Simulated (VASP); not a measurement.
# Be3HgSe4 (ordered alloy cell): computed properties

These are PBEsol GGA, VASP's PBE PAW potentials (set 64) (plane waves; VASP) values and carry that method's errors.

| Property | Result |
|---|---|
| space group | Amm2 (38) |
| cell | a = 3.7729 Å, b = 7.6629 Å, c = 10.9221 Å, α = 90.00°, β = 90.00°, γ = 90.00° |
| volume per atom | 19.74 Å^3/atom |
| band gap (over mesh and band path) | 1.09 eV |
| smallest direct gap (over mesh and band path) | 1.09 eV |
| band-edge character | direct, Γ to Γ |
| density | 5.72 g/cm³ |

Be₃HgSe₄ is taken in the orthorhombic space group Amm2 (No. 38), Pearson symbol oS16. Cell: a = 3.773 Å, b = 7.663 Å, c = 10.922 Å, α = 90.00°, β = 90.00°, γ = 90.00°. Hg on 2a is surrounded by 4 Se at 2.544–2.569 Å. Se1 on 2b sees 2 Be at 2.187 Å and 2 Hg at 2.569 Å. Se2 on 4d sees 3 Be at 2.261–2.279 Å and 1 Hg at 2.544 Å (tetrahedral). Se3 on 2b has 4 Be at 2.331–2.358 Å (tetrahedral). Be1 on 4e sees 4 Se at 2.187–2.358 Å (tetrahedral). Be2 on 2a is coordinated by 4 Se at 2.279–2.331 Å (tetrahedral). (Neighbours: up to the widest gap in distance over summed covalent radii, below 1.35, at either atom; cation-cation and far metal-metal contacts left out.)
(The calculation used a cell of 8 atoms; values per cell refer to that cell.)

Unless said otherwise, spin-orbit coupling is left out, though it shifts the bands of the heavy elements here.

The structure was generated: Be3HgSe4 was put into an ordered model structure (Amm2), which need not be its known phase. It was relaxed first. Symmetry was kept, so distortions that lower it aren't found.
